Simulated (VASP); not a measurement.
Calculation: r2SCAN meta-GGA, VASP's PBE PAW potentials (set 64) (plane waves; VASP).

A VASP calculation is set up with these files.

**KPOINTS_OPT**
```
k-points along high-symmetry lines
6
Line-mode
Reciprocal
  0.000000   0.000000   0.000000 ! GAMMA
  0.500000   0.000000   0.000000 ! M

  0.500000   0.000000   0.000000 ! M
  0.333333   0.333333   0.000000 ! K

  0.333333   0.333333   0.000000 ! K
  0.000000   0.000000   0.000000 ! GAMMA

  0.000000   0.000000   0.000000 ! GAMMA
  0.000000   0.000000   0.500000 ! A

  0.000000   0.000000   0.500000 ! A
  0.500000   0.000000   0.500000 ! L

  0.500000   0.000000   0.500000 ! L
  0.333333   0.333333   0.500000 ! H

  0.333333   0.333333   0.500000 ! H
  0.000000   0.000000   0.500000 ! A

  0.500000   0.000000   0.500000 ! L
  0.500000   0.000000   0.000000 ! M

  0.333333   0.333333   0.500000 ! H
  0.333333   0.333333   0.000000 ! K
```

### POSCAR
```
SiNi2
1.0
  3.8726100000   0.0000000000   0.0000000000
 -1.9363050000   3.3537790000   0.0000000000
  0.0000000000   0.0000000000   4.9162100000
Si Ni
2 4
Direct
  0.6666670000   0.3333330000   0.2500000000
  0.3333330000   0.6666670000   0.7500000000
  0.3333330000   0.6666670000   0.2500000000
  0.6666670000   0.3333330000   0.7500000000
  0.0000000000   0.0000000000   0.5000000000
  0.0000000000   0.0000000000   0.0000000000
```

### INCAR
```
SYSTEM = SiNi2
PREC = Accurate
ENCUT = 400
EDIFF = 1E-7
NELM = 100
ALGO = Normal
LREAL = .FALSE.
LASPH = .TRUE.
ISMEAR = -5
METAGGA = R2SCAN
LMIXTAU = .TRUE.
LMAXMIX = 4
LWAVE = .FALSE.
LCHARG = .FALSE.
LORBIT = 11
NEDOS = 601
ISIF = 2
```

File KPOINTS:
```
kpoints
0
gamma
 10 10 7
0 0 0
```

POTCAR, in this order: Si Ni (PBE.64 set). Program: vasp_std.

Output of the run:

File OSZICAR:
```
       N       E                     dE             d eps       ncg     rms          rms(c)
DAV:   1     0.259354960275E+03    0.25935E+03   -0.18698E+04  3144   0.189E+03
DAV:   2    -0.555518853257E+02   -0.31491E+03   -0.30549E+03  3136   0.394E+02
DAV:   3    -0.778715561287E+02   -0.22320E+02   -0.20924E+02  3360   0.133E+02
DAV:   4    -0.786846804432E+02   -0.81312E+00   -0.80494E+00  3728   0.233E+01
DAV:   5    -0.787161496044E+02   -0.31469E-01   -0.31474E-01  3804   0.434E+00    0.243E+01
DAV:   6    -0.747948227673E+02    0.39213E+01   -0.11514E+02  3688   0.156E+02    0.244E+01
DAV:   7    -0.682660465129E+02    0.65288E+01   -0.28241E+01  3640   0.122E+02    0.102E+01
DAV:   8    -0.687355237724E+02   -0.46948E+00   -0.11666E+01  3792   0.832E+01    0.902E+00
DAV:   9    -0.683287041478E+02    0.40682E+00   -0.32157E+00  4164   0.502E+01    0.340E+00
DAV:  10    -0.682587646573E+02    0.69939E-01   -0.61320E-01  3680   0.126E+01    0.115E+00
DAV:  11    -0.682509286897E+02    0.78360E-02   -0.11457E-01  4168   0.418E+00    0.400E-01
DAV:  12    -0.682508758753E+02    0.52814E-04   -0.58589E-03  3932   0.104E+00    0.222E-01
DAV:  13    -0.682510363391E+02   -0.16046E-03   -0.47431E-03  3732   0.680E-01    0.878E-02
DAV:  14    -0.682517274914E+02   -0.69115E-03   -0.67044E-04  3704   0.245E-01    0.352E-02
DAV:  15    -0.682516463168E+02    0.81175E-04   -0.77150E-05  3700   0.952E-02    0.301E-02
DAV:  16    -0.682517287026E+02   -0.82386E-04   -0.32891E-05  3484   0.673E-02    0.129E-02
DAV:  17    -0.682517096873E+02    0.19015E-04   -0.21306E-06  3536   0.179E-02    0.901E-03
DAV:  18    -0.682517188888E+02   -0.92015E-05   -0.37923E-06  3816   0.259E-02    0.415E-03
DAV:  19    -0.682517050907E+02    0.13798E-04   -0.82057E-07  3496   0.116E-02    0.142E-03
DAV:  20    -0.682517090478E+02   -0.39571E-05   -0.30340E-08  1724   0.269E-03    0.106E-03
DAV:  21    -0.682517081555E+02    0.89232E-06   -0.24414E-08  1724   0.219E-03    0.650E-04
DAV:  22    -0.682517105871E+02   -0.24316E-05   -0.14299E-08  1716   0.108E-03    0.247E-04
DAV:  23    -0.682517105878E+02   -0.78035E-09   -0.21470E-09  1688   0.525E-04
   1 F= -.68251711E+02 E0= -.68251711E+02  d E =0.000000E+00
       N       E                     dE             ncg
```

OUTCAR:
```
------------------------ aborting loop because EDIFF is reached ----------------------------------------
  FORCE on cell =-STRESS in cart. coord.  units (eV):
  Direction    XX          YY          ZZ          XY          YZ          ZX
  --------------------------------------------------------------------------------------
  Total       -0.1852208     -0.1852208      0.1054119      0.0000000     -0.0000000      0.0000000
  in kB       -4.6476316     -4.6476326      2.6450359      0.0000000     -0.0000000      0.0000000
  external PRESSURE =      -2.2167428 kB  Pullay stress =       0.0000000 kB
  volume of cell :       63.85
      direct lattice vectors                 reciprocal lattice vectors
     3.872610000  0.000000000  0.000000000     0.258223782  0.149085554  0.000000000
    -1.936305000  3.353779000  0.000000000     0.000000000  0.298171108  0.000000000
     0.000000000  0.000000000  4.916210000     0.000000000  0.000000000  0.203408723
 POSITION                                       TOTAL-FORCE (eV/Angst)
 -----------------------------------------------------------------------------------
      1.93631      1.11793      1.22905        -0.000000      0.000000      0.000000
     -0.00000      2.23585      3.68716         0.000000      0.000000      0.000000
     -0.00000      2.23585      1.22905        -0.000000      0.000000      0.000000
      1.93631      1.11793      3.68716         0.000000     -0.000000      0.000000
      0.00000      0.00000      2.45811         0.000000     -0.000000      0.000000
      0.00000      0.00000      0.00000         0.000000     -0.000000      0.000000
 -----------------------------------------------------------------------------------
    total drift:                               -0.000039      0.000022      0.000047
  FREE ENERGIE OF THE ION-ELECTRON SYSTEM (eV)
  ---------------------------------------------------
  free  energy   TOTEN  =       -68.2517105878 eV

  energy  without entropy=      -68.2517105878  energy(sigma->0) =      -68.25171059

 total charge

# of ion       s       p       d       tot
------------------------------------------
    1        0.712   0.896   0.000   1.608
    2        0.712   0.896   0.000   1.608
    3        0.533   0.661   8.541   9.736
    4        0.533   0.661   8.541   9.736
    5        0.449   0.580   8.453   9.483
    6        0.449   0.580   8.453   9.483
--------------------------------------------------
tot          3.390   4.275  33.989  41.654
```
(Selected blocks of OUTCAR.)

**OUTCAR**
```
 val. band max:       11.4034926019   @ k =   0.3000   0.3000   0.1429

 cond. band min:      11.2983281209   @ k =   0.2000  -0.0000   0.0000


 Fermi energy:        11.3503404509

 k-point     1 :       0.0000    0.0000    0.0000
  band No.  band energies     occupation
      1      -2.0406      2.00000
      2       2.7487      2.00000
      3       4.4450      2.00000
      4       5.9128      2.00000
      5       5.9128      2.00000
      6       7.1784      2.00000
      7       7.1784      2.00000
      8       7.2938      2.00000
      9       7.3836      2.00000
     10       7.3836      2.00000
     11       7.9741      2.00000
     12       7.9742      2.00000
     13       9.2236      2.00000
     14       9.2236      2.00000
     15       9.4063      2.00000
     16       9.8973      2.00000
     17       9.8973      2.00000
     18       9.9232      2.00000
     19       9.9233      2.00000
     20      10.0987      2.00000
     21      10.6890      2.00000
     22      10.6891      2.00000
     23      11.4597      0.00000
     24      14.2049      0.00000
     25      14.2049      0.00000
     26      14.3096      0.00000
     27      14.3096      0.00000
     28      14.4576      0.00000

 k-point     2 :       0.1000   -0.0000    0.0000
  band No.  band energies     occupation
      1      -1.9037      2.00000
      2       2.7702      2.00000
      3       4.5420      2.00000
      4       5.8880      2.00000
      5       5.9831      2.00000
      6       6.7788      2.00000
      7       7.2250      2.00000
      8       7.3636      2.00000
      9       7.4221      2.00000
     10       7.5938      2.00000
     11       7.8387      2.00000
     12       7.9768      2.00000
     13       9.1879      2.00000
     14       9.2276      2.00000
     15       9.3632      2.00000
     16       9.8109      2.00000
     17       9.8402      2.00000
     18       9.9069      2.00000
     19       9.9203      2.00000
     20      10.1493      2.00000
...
```

For a metal the tetrahedron method with Blöchl corrections gives inexact stress and forces.

The structure comes from a computed database's SiNi2 entry (P6_3/mmc); how it stands against other phases isn't given here. The cell was not relaxed at this level. The run is not spin-polarised, so no magnetic state was tried.
